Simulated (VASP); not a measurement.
Input:

```yaml
crystal:
  lattice:
    - [4.02490, 0.00000, 0.00000]
    - [-2.01245, 3.48567, 0.00000]
    - [0.00000, 0.00000, 3.86691]
  atoms:
    - { symbol: Y, position: [0.00000, 0.00000, 0.00000] }
    - { symbol: Si, position: [0.33333, 0.66667, 0.50000] }
    - { symbol: Si, position: [0.66667, 0.33333, 0.50000] }
```

All values below come from LDA (Ceperley-Alder, Perdew-Zunger), VASP's LDA PAW potentials (set 64) (plane waves; VASP). Settings: 400 eV cut-off, Gaussian smearing of 0.050 eV, potentials Y_sv Si.

Problem. Give the energies of bands 6 to 12 at the high-symmetry points, in eV from the Fermi level.

Solution. 
| band | Γ | M | K | A | L | H |
|---|---|---|---|---|---|---|
| 6 | -3.60 | -8.93 | -9.03 | -6.24 | -7.76 | -9.07 |
| 7 | -3.60 | -4.00 | -6.36 | -2.59 | -4.69 | -4.97 |
| 8 | -2.07 | -2.80 | -1.54 | -2.59 | -3.55 | -3.11 |
| 9 | -1.56 | -2.43 | -1.54 | -1.33 | -3.29 | -3.11 |
| 10 | -1.17 | 1.07 | 0.87 | -1.33 | -0.25 | 1.36 |
| 11 | 1.05 | 1.56 | 0.87 | 0.05 | 3.59 | 2.57 |
| 12 | 1.05 | 2.87 | 1.17 | 0.45 | 3.63 | 2.57 |

It has no gap at this level: it comes out as a metal or semimetal.

The structure comes from a computed database's YSi2 entry (P6/mmm); how it stands against other phases isn't given here. It was relaxed first, which changed the volume by -5 %. The electron count is odd and the run is not spin-polarised, which forces a metal.
